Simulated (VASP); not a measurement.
Output of a VASP run:

OSZICAR:
```
...
DAV:  14    -0.281021733970E+02   -0.48034E-04   -0.14982E-04   940   0.139E-01    0.234E-02
DAV:  15    -0.281021092857E+02    0.64111E-04   -0.57181E-05   848   0.103E-01    0.736E-03
DAV:  16    -0.281021057872E+02    0.34984E-05   -0.33716E-06  1008   0.298E-02    0.256E-03
DAV:  17    -0.281021099811E+02   -0.41938E-05   -0.17861E-06   760   0.165E-02    0.282E-03
DAV:  18    -0.281021150402E+02   -0.50591E-05   -0.79964E-07   444   0.126E-02    0.665E-04
DAV:  19    -0.281021156162E+02   -0.57596E-06   -0.12798E-07   424   0.624E-03
   1 F= -.28102116E+02 E0= -.28101901E+02  d E =-.281021E+02
       N       E                     dE             d eps       ncg     rms          rms(c)
DAV:   1    -0.283430670427E+02   -0.24095E+00   -0.60235E+00   848   0.413E+01    0.493E+00
DAV:   2    -0.281132969458E+02    0.22977E+00   -0.92766E-01   908   0.168E+01    0.127E+00
DAV:   3    -0.280916360421E+02    0.21661E-01   -0.11328E-01  1012   0.351E+00    0.450E-01
DAV:   4    -0.280918973353E+02   -0.26129E-03   -0.33191E-02   900   0.227E+00    0.269E-01
DAV:   5    -0.280930641702E+02   -0.11668E-02   -0.20640E-02  1060   0.149E+00    0.154E-01
DAV:   6    -0.280956083183E+02   -0.25441E-02   -0.20668E-03  1108   0.487E-01    0.114E-01
DAV:   7    -0.280955556239E+02    0.52694E-04   -0.23304E-05   952   0.564E-02    0.123E-01
DAV:   8    -0.280964927414E+02   -0.93712E-03   -0.76644E-04   848   0.418E-01    0.536E-02
DAV:   9    -0.280964703035E+02    0.22438E-04   -0.41732E-05   956   0.938E-02    0.333E-02
DAV:  10    -0.280964772220E+02   -0.69185E-05   -0.12510E-05   868   0.481E-02    0.206E-02
DAV:  11    -0.280964169983E+02    0.60224E-04   -0.37311E-05  1076   0.719E-02    0.568E-03
DAV:  12    -0.280964014541E+02    0.15544E-04   -0.75896E-06  1108   0.259E-02    0.504E-03
DAV:  13    -0.280963976372E+02    0.38169E-05   -0.12709E-07   428   0.449E-03    0.231E-03
DAV:  14    -0.280963957857E+02    0.18516E-05   -0.34269E-08   428   0.277E-03    0.122E-03
DAV:  15    -0.280963931535E+02    0.26322E-05   -0.26772E-08   432   0.258E-03    0.166E-04
DAV:  16    -0.280963927870E+02    0.36654E-06   -0.82868E-09   424   0.137E-03
   2 F= -.28096393E+02 E0= -.28096150E+02  d E =0.572283E-02
       N       E                     dE             d eps       ncg     rms          rms(c)
DAV:   1    -0.282017051704E+02   -0.10531E+00   -0.22618E+00   848   0.261E+01    0.312E+00
DAV:   2    -0.281165433452E+02    0.85162E-01   -0.46744E-01   924   0.112E+01    0.852E-01
DAV:   3    -0.281034893858E+02    0.13054E-01   -0.55109E-02   996   0.268E+00    0.302E-01
DAV:   4    -0.281036570952E+02   -0.16771E-03   -0.13591E-02   868   0.136E+00    0.152E-01
DAV:   5    -0.281049145949E+02   -0.12575E-02   -0.67825E-03  1020   0.790E-01    0.101E-01
DAV:   6    -0.281061331503E+02   -0.12186E-02   -0.97901E-04  1136   0.327E-01    0.711E-02
DAV:   7    -0.281062559977E+02   -0.12285E-03   -0.60530E-05  1044   0.960E-02    0.527E-02
DAV:   8    -0.281064173680E+02   -0.16137E-03   -0.30310E-04   936   0.254E-01    0.275E-02
DAV:   9    -0.281064619377E+02   -0.44570E-04   -0.70244E-05   872   0.135E-01    0.704E-03
DAV:  10    -0.281064745878E+02   -0.12650E-04   -0.14881E-05   952   0.488E-02    0.531E-03
DAV:  11    -0.281064939052E+02   -0.19317E-04   -0.40420E-06   880   0.282E-02    0.159E-03
DAV:  12    -0.281064967757E+02   -0.28705E-05   -0.14175E-06   680   0.129E-02    0.188E-03
DAV:  13    -0.281064971088E+02   -0.33314E-06   -0.13307E-07   420   0.346E-03
   3 F= -.28106497E+02 E0= -.28106275E+02  d E =-.438149E-02
```

File OUTCAR:
```
------------------------ aborting loop because EDIFF is reached ----------------------------------------
  FORCE on cell =-STRESS in cart. coord.  units (eV):
  Direction    XX          YY          ZZ          XY          YZ          ZX
  --------------------------------------------------------------------------------------
  Total       -0.0144655     -0.0144655     -0.0144655      0.0000000      0.0000000      0.0000000
  in kB       -1.1440392     -1.1440392     -1.1440392      0.0000000      0.0000000      0.0000000
  external PRESSURE =      -1.1440392 kB  Pullay stress =       0.0000000 kB
  volume of cell :       20.26
      direct lattice vectors                 reciprocal lattice vectors
     0.000000000  2.163671728  2.163671728    -0.231088660  0.231088660  0.231088660
     2.163671728  0.000000000  2.163671728     0.231088660 -0.231088660  0.231088660
     2.163671728  2.163671728  0.000000000     0.231088660  0.231088660 -0.231088660
 POSITION                                       TOTAL-FORCE (eV/Angst)
 -----------------------------------------------------------------------------------
      2.16367      2.16367      2.16367        -0.000000     -0.000000      0.000000
      0.00000      0.00000      0.00000         0.000000      0.000000     -0.000000
 -----------------------------------------------------------------------------------
    total drift:                                0.000000     -0.000000      0.000000
  FREE ENERGIE OF THE ION-ELECTRON SYSTEM (eV)
  ---------------------------------------------------
  free  energy   TOTEN  =       -28.1064971088 eV

  energy  without entropy=      -28.1060521234  energy(sigma->0) =      -28.10627462

 reached required accuracy - stopping structural energy minimisation
```
(Selected blocks of OUTCAR.)

File POSCAR:
```
TiC
1
    0.0000000000     2.1750000000     2.1750000000
    2.1750000000     0.0000000000     2.1750000000
    2.1750000000     2.1750000000     0.0000000000
Ti C
1 1
Direct
  0.5000000000   0.5000000000   0.5000000000
  0.0000000000   0.0000000000   0.0000000000
```

Q: Write an INCAR and KPOINTS that could have produced this output.

A: This is not unique; one that fits is the input of the run itself, SCAN meta-GGA, plane waves, VASP's PBE PAW potentials (set 64).

### KPOINTS
```
Automatic mesh
0
Gamma
9 9 9
0 0 0
```

INCAR:
```
SYSTEM = TiC
PREC = Accurate; ENCUT = 520; LREAL = .FALSE.
LASPH = .TRUE.
EDIFF = 1E-6; NELM = 100; ALGO = Normal
LMAXMIX = 4; LMIXTAU = .TRUE.
ISMEAR = 0; SIGMA = 0.05
METAGGA = SCAN
IBRION = 2; NSW = 60; ISIF = 3
EDIFFG = -0.01
LWAVE = .FALSE.; LCHARG = .FALSE.
```

POTCAR, in this order: Ti_sv C (PBE.64 set). Program: vasp_std.

The structure comes from a measured TiC entry (Fm-3m) of the Crystallography Open Database, whose conditions weren't checked. This run relaxes it. Symmetry was kept, so distortions that lower it aren't found.
